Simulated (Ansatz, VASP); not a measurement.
# CoPtO2: VASP beside Ansatz

One calculation is typed for both programs; each brings its own data sets. How far apart do they land? The cell is taken from a series of runs on this material, whose earlier steps may have relaxed, scaled, displaced or heated it; both programs get it as it stands.

Main program and level: Ansatz 0.2.0; plane waves, with VASP 6.6.1 beside it; PBE.

### 1. The starting structure

The structure is trigonal, space group R-3m (No. 166). The conventional cell has a = 2.853 Å, b = 2.853 Å, c = 17.921 Å, α = 90.00°, β = 90.00°, γ = 120.00°. Nearest to Co lie 6 O at 1.91 Å. Pt has 2 O at 2.01 Å nearest. Nearest to O lie 3 Co at 1.91 Å and 1 Pt at 2.01 Å. Farther neighbours and most contacts between anions are not listed.

### 2. Ansatz: relaxation of cell and atoms, PBE

Ansatz runs on its default PAW (the set named soft_2) files.

The relaxed volume is the usual yardstick between codes: in a stiff, nearly cubic crystal its relative difference is about their pressure difference at one cell divided by the bulk modulus.

input.yaml

```yaml
crystal:
  lattice:
    - [1.4264128051, 0.823539817, 5.9737333687]
    - [-1.4264128051, 0.823539817, 5.9737333687]
    - [0.0, -1.647079634, 5.9737333687]
  atoms:
    - { symbol: Co, position: [0.5, 0.5, 0.5] }
    - { symbol: Pt, position: [0.0, 0.0, 0.0] }
    - { symbol: O, position: [0.8876363369, 0.8876363369, 0.8876363369] }
    - { symbol: O, position: [0.1123636631, 0.1123636631, 0.1123636631] }
kpoints:
  mp_grid: { grid: [12, 12, 12] }
hamiltonian:
  xc: pbe
scf:
  occupations: { method: methfessel_paxton, width: 0.2 }
output:
  forces: true
  stress: true
  eigenvalues: true
relax:
  adjacent_minimum: "off"
  f_tol: 0.001
  max_steps: 60
  cell: { stress_tol: 0.01 }
```

Started as:

```
$ ansatz run input.yaml --threads 8 --pin off --max-ram 16384MiB --backend cpu --events-out ev --progress --plain --runs-dir out
```

Numbers of over 12 decimals in the logs are rounded to 6 here.

Output:

```text
basis.fft_grid_basis auto: the FFT boxes are laid along the combinations [[1, 0, -1], [0, 1, -1], [0, 0, 1]] of the cell's own vectors, 2.853, 2.853 and 6.197 Å long. The dense box has 20×20×45 points. Along the cell's own vectors, as sized, it would have 45×45×45, 5.06 times as many. Of the 12 symmetry operations that the crystal satisfies within crystal.symmetry.tolerance (time reversal apart; of a slab, those that [...]
Engine: ansatz 0.2.0, aarch64-unknown-linux-gnu
Pseudopotentials: kind: paw
Pseudopotential: Co, paw, valence charge 17, recommended cutoff 420 eV (normal), Co.paw.azcp
Pseudopotential: Pt, paw, valence charge 18, recommended cutoff 420 eV (normal), Pt.paw.azcp
Pseudopotential: O, paw, valence charge 6, recommended cutoff 420 eV (normal), O.paw.azcp
Functional definition: PBE
  parameter kappa = 0.804
  parameter beta = 0.066725
  exchange = pbe_x(kappa = kappa, mu = beta*pi^2/3)
  correlation = pbe_c(beta = beta)
Crystal: 4 atoms, lattice volume = 42.104 Å³
Basis set: ecut = 420 eV, 835 PW (Γ), FFT grids on a1−a3, a2−a3, a3, exchange–correlation on 40×40×90 points (8 copies of the dense FFT grid, shifted against one another)
Bands: 29, of which v1, the nominal top of the filled ones, is band 24 counted from 1 (23 counted from 0)
Symmetry: 12 space group operations
Space group: R-3m (ITA 166), of the structure as read, at distance tolerance 3.5e-5 Å
k-points: 189 of 1728
Non-local potential: Co, projectors of the file, l = 0: 3, l = 1: 2, l = 2: 3, l = 3: 1
Non-local potential: Pt, projectors of the file, l = 0: 3, l = 1: 2, l = 2: 2, l = 3: 1
Non-local potential: O, projectors of the file, l = 0: 2, l = 1: 2, l = 2: 1
PAW form: soft (Blöchl's): semilocal exchange-correlation on the pseudo side does not see the compensation charge
PAW one-centre angular grid: Co, 590 points (default); XC on 64 Gauss nodes
PAW one-centre angular grid: Pt, 590 points (default); XC on 64 Gauss nodes
PAW one-centre angular grid: O, 110 points (default); XC on 64 Gauss nodes
Initial density: superposition of atomic densities (neutral atoms: chi_scale 0, normalization atom), corrected by the library's trained network
Initial wavefunctions: pseudopotential atomic-orbital guess
Functional: x = pbe(κ = 0.804, μ = 0.219515), c = pbe(β = 0.066725)
SCF iter   1: F=—  HF=-18782.420681 eV  |F-HF|=—  |Δ(HF+E_count)|=         —  Δρ=5.75e-3  dr2=1.45e-2  ethr=1.77e-3  ⟨swp⟩=5.3  Hψ=20881  notcnv=0
preconditioner: auto → Kerker (q_TF=auto, 2.779 Å⁻¹)  [metal: Δε(μ)=0.011 eV  Ē_g=10.544 eV  σ=0.200 eV  W_gap=0.05  n_scr=16 (ndim 8)  ℏωp=31.9 eV  f_vac=0.005  D(μ)=1.52/eV (n_scr^D=4)]
SCF iter   2: F=—  HF=-18782.420789 eV  |F-HF|=—  |Δ(HF+E_count)|=   1.08e-4  S|Δr|=    0.00e0  Δρ=2.94e-3  dr2=5.67e-3  ethr=3.08e-5  ⟨swp⟩=1.7  Hψ=7816  notcnv=0
SCF iter   3: F=—  HF=-18782.420486 eV  |F-HF|=—  |Δ(HF+E_count)|=   3.03e-4  S|Δr|=    0.00e0  Δρ=5.84e-4  dr2=6.45e-4  ethr=1.21e-5  ⟨swp⟩=1.0  Hψ=5427  notcnv=0
SCF iter   4: F=—  HF=-18782.420435 eV  |F-HF|=—  |Δ(HF+E_count)|=   5.10e-5  S|Δr|=    0.00e0  Δρ=4.20e-4  dr2=6.62e-5  ethr=1.37e-6  ⟨swp⟩=1.0  Hψ=5428  notcnv=0
SCF iter   5: F=—  HF=-18782.420350 eV  |F-HF|=—  |Δ(HF+E_count)|=   8.51e-5  S|Δr|=    0.00e0  Δρ=9.77e-5  dr2=9.99e-6  ethr=1.41e-7  ⟨swp⟩=2.0  Hψ=7909  notcnv=0
SCF iter   6: F=—  HF=-18782.420350 eV  |F-HF|=—  |Δ(HF+E_count)|=   4.81e-7  S|Δr|=    0.00e0  Δρ=4.31e-5  dr2=1.24e-6  ethr=2.13e-8  ⟨swp⟩=1.9  Hψ=9045  notcnv=0
SCF iter   7: F=-18782.420349 eV  HF=-18782.420349 eV  |F-HF|=2.27e-8  |Δ(HF+E_count)|=   4.35e-8  S|Δr|=    0.00e0  Δρ=1.53e-5  dr2=4.71e-8  ethr=2.13e-10  ⟨swp⟩=4.7  Hψ=21554  notcnv=0
SCF 1 converged in 7 iterations: F = -18782.420349 eV  dr2 = 4.71e-8
  greatest PAW one-centre occupation: 1.000 electrons in one spin orbital (limit 2), on the Co atom at site 0 (counted from 0), in its partial waves of l = 1
relax step   1: F+E_penalty+E_count = -18782.42034946 eV  Δ(F+E_penalty+E_count) = +0.000e0 eV  max|allowed force component| = 2.318e-3 eV/Å  Δτ_max = 0.0000 Å  P = -0.005 GPa  Ω = 42.104 Å³  (7 SCF iters, dr2 threshold 1.00e-7 eV, accepted)
[...]
relax step   4: F+E_penalty+E_count = -18782.42035684 eV  Δ(F+E_penalty+E_count) = -1.153e-5 eV  max|allowed force component| = 1.688e-4 eV/Å  Δτ_max = 0.0000 Å  P = +0.004 GPa  Ω = 42.106 Å³  stress off target by 1.42e-2 GPa  SCF on the basis re-selected at this cell (its energy is not comparable with the rows above)  (7 SCF iters)
[...]
relax step   5: F+E_penalty+E_count = -18782.42034854 eV  Δ(F+E_penalty+E_count) = +8.306e-6 eV  max|allowed force component| = 8.831e-6 eV/Å  Δτ_max = 0.0000 Å  P = -0.002 GPa  Ω = 42.108 Å³  energy of the carried Pulay correction = -8.511e-6 eV  (4 SCF iters, dr2 threshold 5.03e-10 eV, accepted)
[...]
relax step   6: F+E_penalty+E_count = -18782.42036414 eV  Δ(F+E_penalty+E_count) = -1.560e-5 eV  max|allowed force component| = 2.728e-6 eV/Å  Δτ_max = 0.0000 Å  P = -0.002 GPa  Ω = 42.108 Å³  stress off target by 2.37e-3 GPa  SCF on the basis re-selected at this cell (its energy is not comparable with the rows above)  (7 SCF iters)
basis re-selected at this cell: Δ(F+E_penalty+E_count) = -1.560e-5 eV, ΔP = +0.000 GPa vs the last step (what re-selecting the basis moved, of the pressure what is left beyond the Pulay correction that the steps carried, after the strain that the cell walked since its last selection, with what the two solves' SCF thresholds leave and, on support functions, any second-order correction that the steps lacked; it is no m [...]
SCF converged after 7 iterations
Stability not checked: this state was not tested for a lower state beside it, because cold or Methfessel-Paxton smearing, or corrected tetrahedra, fill the levels in a way that the test cannot read (fill_not_monotonic; see scf.lower_state_search)
Free energy (F): -18782.420364 eV
Harris-Foulkes:  -18782.420364 eV  (|F-HF|=0.00e0)
Internal energy: -18782.418600 eV  (E = F + TS)
E sigma→0 (E₀):  -18782.419923 eV
Entropy (-TS):   -0.001764 eV (-0.441 meV/atom)
Fermi energy:    16.068993 eV
Step filling:    the computed levels leave a gap of 0.0037 eV = 0.0 smearing widths at the electron count; against every level under it full and every level over it empty, smearing changes F+E_penalty+E_count by -1.100 meV and its σ→0 estimate by -0.659 meV
--- Per-component energies (eV) ---
  E_band       = -496.305479
  E_kinetic    = 1436.151694
  E_local      = -5760.006444  (includes V_loc(G=0)·N_el)
  E_nonlocal   = 751.937795
  E_hartree    = 2305.930880
  E_xc         = -565.728282
  E_vxc        = -693.005501  (∫ρ·V_xc dr)
  E_paw        = -11282.866998  (= ΣΔE_a)
  E_vpaw       = -843.249748  (= ΣTr[D̂ρ^β])
  E_aug_tail   = 0.005012  (compensation charges beyond the density's cutoff)
  E_ewald      = -5667.842258
  E_smearing   = -0.001764  (= −TS)
  E_closure    = -0.000000  (closes the sum)
  Σ components = -18782.420364   (vs F -18782.420364, Δ=0.00e0)
--- Forces (eV/Å), atoms counted from 1 ---
  atom   1  Co     0.00000000     0.00000000     0.00000000
  atom   2  Pt     0.00000000     0.00000000    -0.00000000
  atom   3  O     -0.00000000     0.00000000     0.00000273
  atom   4  O      0.00000000    -0.00000000    -0.00000273
  max |Σ_I F_I| component: 4.24e-22 eV/Å
--- Stress (GPa, compression-positive) ---
       -0.001965       0.000000      -0.000000
        0.000000      -0.001965       0.000000
       -0.000000       0.000000      -0.002366
  P = ⅓ Tr σ = -0.0021 GPa (-0.021 kbar)
--- Band table (eV; the first three rows and the last of 189) ---
  k-point 0: bands = [... 20 lower, 14.1155, 14.4226, 14.4226, 14.5413, 17.8183, 17.8183, 18.6380, 21.4713, ... 1 higher]
  k-point 1: bands = [... 20 lower, 14.1453, 14.4054, 14.5619, 14.5805, 17.6603, 17.7556, 18.7548, 21.8781, ... 1 higher]
  k-point 2: bands = [... 20 lower, 14.1427, 14.4338, 14.7250, 14.8747, 17.3194, 17.5976, 19.0028, 22.8728, ... 1 higher]
  k-point 188: bands = [... 20 lower, 14.2059, 15.1536, 15.2398, 15.2398, 17.4098, 17.4098, 19.8810, 20.4170, ... 1 higher]
--- Relaxed structure (4 steps of the walk, 4 accepted, 2 SCFs on fresh bases) ---
  F+E_penalty+E_count = -18782.42036414 eV   max|allowed force component| = 2.728e-6 eV/Å   (the final SCF, on the basis selected at the relaxed cell)
  cell:  # Å, volume = 42.1081 Å³
    - [1.426661, 0.823683, 5.972194]
    - [-1.426661, 0.823683, 5.972194]
    - [0, -1.647366, 5.972194]
  atoms:
    - { symbol: Co, position: [0.500000, 0.500000, 0.500000] }
    - { symbol: Pt, position: [0, 0, 0] }
    - { symbol: O, position: [0.887631, 0.887631, 0.887631] }
    - { symbol: O, position: [0.112369, 0.112369, 0.112369] }
```

In the SCF lines HF is the Harris–Foulkes energy and dr2 the Hartree energy of the density residual, in eV; the loop may stop once dr2 is under the threshold and the program's other checks hold. Hψ counts applications of the Hamiltonian.

### 3. VASP: relaxation of cell and atoms, PBE

The same cell, functional, mesh and smearing now go to VASP, with its own data sets.

Lines of VASP's logs that name or quote its potential files are left out, and so is its time.

INCAR

```
SYSTEM = CoPtO2
PREC = Accurate
ENCUT = 600
EDIFF = 1E-07
NELM = 120
ISMEAR = 1
SIGMA = 0.2
LREAL = .FALSE.
ALGO = Normal
GGA = PE
NBANDS = 21
LASPH = .TRUE.
LORBIT = 11
LWAVE = .FALSE.
LCHARG = .FALSE.
ISIF = 3
IBRION = 2
NSW = 80
EDIFFG = -0.005
GGA_COMPAT = .FALSE.
NELMIN = 4
```

POSCAR

```
CoPtO2
1.0
    1.4264130000      0.8235400000      5.9737330000
   -1.4264130000      0.8235400000      5.9737330000
    0.0000000000     -1.6470800000      5.9737330000
Co Pt O
1 1 2
Direct
    0.5000000000      0.5000000000      0.5000000000
    0.0000000000      1.0000000000      0.0000000000
    0.8876363406      0.8876363406      0.8876363406
    0.1123636594      0.1123636594      0.1123636594
```

KPOINTS

```
Automatic mesh
0
Gamma
12 12 12
0 0 0
```

PAW data sets: Co, Pt and O (PBE family, release 64).

Started as:

```
$ mpirun -np 1 vasp_std
```

Output:

```text
[banner, memory and clock lines left out]
running    1 mpi-ranks, on    1 nodes
 distrk:  each k-point on    1 cores,    1 groups
 distr:  one band on    1 cores,    1 groups

 POSCAR found type information on POSCAR CoPtO
 POSCAR found :  3 types and       4 ions
 LDA part: xc-table for (Slater+PW92), standard interpolation
 POSCAR, INCAR and KPOINTS ok, starting setup
 FFT: planning ... GRIDC
 FFT: planning ... GRID_SOFT
 FFT: planning ... GRID
 WAVECAR not read
 entering main loop
       N       E                     dE             d eps       ncg     rms          rms(c)
DAV:   1     0.275730395060E+03    0.27573E+03   -0.16855E+04  7970   0.181E+03
DAV:   2    -0.562781967453E+01   -0.28136E+03   -0.25803E+03  8550   0.404E+02
DAV:   3    -0.309047668305E+02   -0.25277E+02   -0.24177E+02  9325   0.134E+02
DAV:   4    -0.314426516655E+02   -0.53788E+00   -0.53679E+00  8929   0.198E+01
DAV:   5    -0.314542821426E+02   -0.11630E-01   -0.11629E-01  9683   0.301E+00    0.261E+01
DAV:   6    -0.334406795990E+02   -0.19864E+01   -0.39445E+01  9516   0.107E+02    0.356E+01
DAV:   7    -0.274796268923E+02    0.59611E+01   -0.22924E+01  9432   0.139E+02    0.169E+01
DAV:   8    -0.264241945004E+02    0.10554E+01   -0.62779E+00 10484   0.250E+01    0.566E+00
DAV:   9    -0.264373069805E+02   -0.13112E-01   -0.36103E-01  8765   0.590E+00    0.171E+00
DAV:  10    -0.264389311817E+02   -0.16242E-02   -0.14959E-02 10081   0.132E+00    0.656E-01
DAV:  11    -0.264386291940E+02    0.30199E-03   -0.42168E-03 11767   0.776E-01    0.350E-01
DAV:  12    -0.264381731371E+02    0.45606E-03   -0.63317E-04 11067   0.421E-01    0.126E-01
DAV:  13    -0.264381445612E+02    0.28576E-04   -0.20244E-04 10347   0.163E-01    0.371E-02
DAV:  14    -0.264381417253E+02    0.28359E-05   -0.81676E-06 10278   0.306E-02    0.163E-02
DAV:  15    -0.264381408808E+02    0.84449E-06   -0.21363E-06 11723   0.218E-02    0.363E-03
DAV:  16    -0.264381410029E+02   -0.12205E-06   -0.18448E-07  6751   0.454E-03    0.885E-04
DAV:  17    -0.264381410526E+02   -0.49704E-07   -0.38977E-08  4469   0.198E-03
   1 F= -.26438141E+02 E0= -.26437581E+02  d E =-.264381E+02
 curvature:   0.00 expect dE= 0.000E+00 dE for cont linesearch  0.000E+00
 trial: gam= 0.00000 g(F)=  0.354E-04 g(S)=  0.700E-04 ort = 0.000E+00 (trialstep = 0.100E+01)
 search vector abs. value=  0.105E-03
 bond charge predicted
       N       E                     dE             d eps       ncg     rms          rms(c)
DAV:   1    -0.264384495105E+02   -0.30851E-03   -0.16393E-02  7938   0.107E+00    0.101E-01
DAV:   2    -0.264382445582E+02    0.20495E-03   -0.42276E-04  9253   0.204E-01    0.450E-02
DAV:   3    -0.264382103487E+02    0.34210E-04   -0.77175E-05  8562   0.742E-02    0.223E-02
DAV:   4    -0.264382088576E+02    0.14910E-05   -0.10263E-05 11683   0.515E-02    0.120E-02
DAV:   5    -0.264382077527E+02    0.11049E-05   -0.74318E-06 10436   0.706E-02    0.830E-03
DAV:   6    -0.264382070561E+02    0.69662E-06   -0.12081E-06  9775   0.229E-02    0.217E-03
DAV:   7    -0.264382070721E+02   -0.16040E-07   -0.73920E-08  4264   0.523E-03
   2 F= -.26438207E+02 E0= -.26437668E+02  d E =-.660195E-04
 trial-energy change:   -0.000066  1 .order   -0.000064   -0.000105   -0.000022
 step:   1.2284(harm=  1.2708)  dis= 0.00114  next Energy=   -26.438210 (dE=-0.686E-04)
 bond charge predicted
       N       E                     dE             d eps       ncg     rms          rms(c)
DAV:   1    -0.264382230855E+02   -0.16029E-04   -0.85560E-04  7938   0.245E-01    0.232E-02
DAV:   2    -0.264382124381E+02    0.10647E-04   -0.21979E-05  9263   0.465E-02    0.103E-02
DAV:   3    -0.264382107341E+02    0.17040E-05   -0.40607E-06  8604   0.169E-02    0.527E-03
DAV:   4    -0.264382108616E+02   -0.12753E-06   -0.77665E-07  9749   0.193E-02    0.442E-03
DAV:   5    -0.264382106839E+02    0.17766E-06   -0.66786E-07  7446   0.217E-02    0.159E-03
DAV:   6    -0.264382106342E+02    0.49705E-07   -0.77143E-08  4089   0.477E-03
   3 F= -.26438211E+02 E0= -.26437676E+02  d E =-.695816E-04
 curvature:  -0.62 expect dE=-0.360E-05 dE for cont linesearch -0.174E-06
 trial: gam= 0.00347 g(F)=  0.150E-05 g(S)=  0.430E-05 ort = 0.544E-05 (trialstep = 0.105E+01)
 search vector abs. value=  0.584E-05
 reached required accuracy - stopping structural energy minimisation
```

[end of part 1 of 2]

[Lines on the potential files, build, host, timing and source positions are cut from VASP's logs without a mark.]

[Logs are printed without paths, hosts, clocks, repeated set-up lines and the standing remarks that a program may print on its own settings, such as how far it seeks lower states.]

[Hosts, paths, dates, database ids (printed as entryN), source tags and the programs' standing remarks are cut or masked in the printed files.]
